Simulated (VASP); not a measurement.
Set up this calculation in VASP 6.6.1, as the native input.

- Task: relaxation of cell and atoms
- Functional: r2SCAN
- Potentials or basis: VASP PAW PBE potentials, release 64 (Zn, Re)
- Cutoff: 600 eV
- k mesh: 8 × 8 × 8
- Occupations: methfessel-paxton, width 0.1 eV
- Spin: no spin polarisation
- Further INCAR settings: ALGO = Normal; EDIFF = 1e-07; IBRION = 2; EDIFFG = -0.01; NSW = 40; ISIF = 3

The structure of ZnRe2 lies in POSCAR:

```
ZnRe2
1.0
    0.0000000000      2.8766070000      2.8766070000
    2.8766070000      0.0000000000      2.8766070000
    2.8766070000      2.8766070000      0.0000000000
Zn Re
1 2
Direct
    0.0000000000      0.0000000000      0.0000000000
    0.7500000000      0.7500000000      0.7500000000
    0.2500000000      0.2500000000      0.2500000000
```

The cell was built by a generator and needn't be a form met in nature.

These files were run (other wordings do the same):

INCAR

```
SYSTEM = ZnRe2
PREC = Accurate
ENCUT = 600
EDIFF = 1E-7
ISMEAR = 1
SIGMA = 0.1
LREAL = .FALSE.
LASPH = .TRUE.
NELM = 100
ALGO = Normal
ISIF = 3
LWAVE = .FALSE.
LCHARG = .FALSE.
METAGGA = R2SCAN
LMIXTAU = .TRUE.
IBRION = 2
NSW = 40
EDIFFG = -0.01
```

KPOINTS

```
Automatic mesh
0
G
  8 8 8
  0 0 0
```

Potentials or basis: VASP PAW PBE potentials, release 64 (Zn, Re).

Run with:

```sh
$ cat potpaw_PBE.64/Zn/POTCAR potpaw_PBE.64/Re/POTCAR > POTCAR
$ mpirun -np 1 vasp_std > vasp.out
```

Results of the run:

```yaml
Relaxed_volume: 15.85 Å³/atom
Relaxed_cell: a = 4.066 Å, b = 4.066 Å, c = 4.066 Å, α = 60.00°, β = 60.00°, γ = 60.00°
Space_group_after_relaxing_to_0.05_Å: Fm-3m (No. 225)
Energy_gained_by_relaxing: 0.0 meV/atom
Ionic_steps: 3
Pressure_after_relaxing: 0.0 GPa
Band_gap_on_the_k_mesh: none (metal or under the smearing width)
```

Caveat: the PAW data sets were made with another functional, which shifts forces and pressure a little.

It took 6.1 min on 1 thread of Intel(R) Xeon(R) Platinum 8559C (Emerald Rapids), on a shared host, peak memory 0.23 GiB.
